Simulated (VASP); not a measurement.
Consider the following.

```xyz
3
Lattice="0.0000 3.1066 3.1066 3.1066 0.0000 3.1066 3.1066 3.1066 0.0000" Properties=species:S:1:pos:R:3 pbc="T T T"
Al     1.5533     1.5533     1.5533
Al     4.6599     4.6599     4.6599
Au     0.0000     0.0000     0.0000
```

Calculation: RPBE GGA, VASP's PBE PAW potentials (set 64) (plane waves; VASP). Settings: 520 eV cut-off, 9×9×9 Γ-centred mesh, first-order Methfessel-Paxton smearing of 0.10 eV, potentials Al Au.

Q: Give the stress tensor in GPa (positive for a compressed cell).

A: 
```
-5.10   0.00   0.00
 0.00  -5.10   0.00
 0.00   0.00  -5.10
```
The pressure is its mean diagonal, -5.10 GPa.

The compound is AuAl2 in the fluorite structure. This cell is one point of a volume scan, at 1.06 of the reference volume. The electron count is odd and the run is not spin-polarised, which forces a metal.
